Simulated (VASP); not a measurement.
Input:

```yaml
crystal:
  lattice:
    - [3.95666, 0.00000, 0.00000]
    - [0.00000, 3.95666, 0.00000]
    - [0.00000, 0.00000, 3.95666]
  atoms:
    - { symbol: K, position: [0.00000, 0.00000, 0.00000] }
    - { symbol: Mg, position: [0.50000, 0.50000, 0.50000] }
    - { symbol: F, position: [0.50000, 0.00000, 0.50000] }
    - { symbol: F, position: [0.00000, 0.50000, 0.50000] }
    - { symbol: F, position: [0.50000, 0.50000, 0.00000] }
```

These are r2SCAN+rVV10, VASP's PBE PAW potentials (set 64) (plane waves; VASP) values and carry that method's errors. Settings: 520 eV cut-off, 6×6×6 Γ-centred mesh, tetrahedra with Blöchl corrections, potentials K_sv Mg F.

Q: Give the energies of bands 8 to 17 at the high-symmetry points, in eV from the valence-band maximum.

A: 
```json
[
 {"band": "8", "Γ": "-2.47", "X": "-2.33", "M": "-3.13", "R": "-3.94"},
 {"band": "9", "Γ": "-2.47", "X": "-2.33", "M": "-2.22", "R": "-1.72"},
 {"band": "10", "Γ": "-2.47", "X": "-2.19", "M": "-1.91", "R": "-1.72"},
 {"band": "11", "Γ": "-0.66", "X": "-1.47", "M": "-1.15", "R": "-1.72"},
 {"band": "12", "Γ": "-0.66", "X": "-0.91", "M": "-1.08", "R": "-1.14"},
 {"band": "13", "Γ": "-0.66", "X": "-0.89", "M": "-1.08", "R": "-1.14"},
 {"band": "14", "Γ": "-0.32", "X": "-0.89", "M": "-0.92", "R": "0.00"},
 {"band": "15", "Γ": "-0.32", "X": "-0.55", "M": "-0.92", "R": "0.00"},
 {"band": "16", "Γ": "-0.32", "X": "-0.55", "M": "-0.02", "R": "0.00"},
 {"band": "17", "Γ": "8.35", "X": "11.08", "M": "11.97", "R": "11.42"}
]
```

The gap is indirect, 8.35 eV, from the valence maximum at R to the conduction minimum at Γ.

Measured: gap 12.40 eV (computed value off by -4.05 eV), as given by M. Sahnoun et al., Materials Chemistry and Physics (2004), doi:10.1016/j.matchemphys.2004.11.019.

The compound is KMgF3 in the cubic perovskite structure. It was relaxed first.
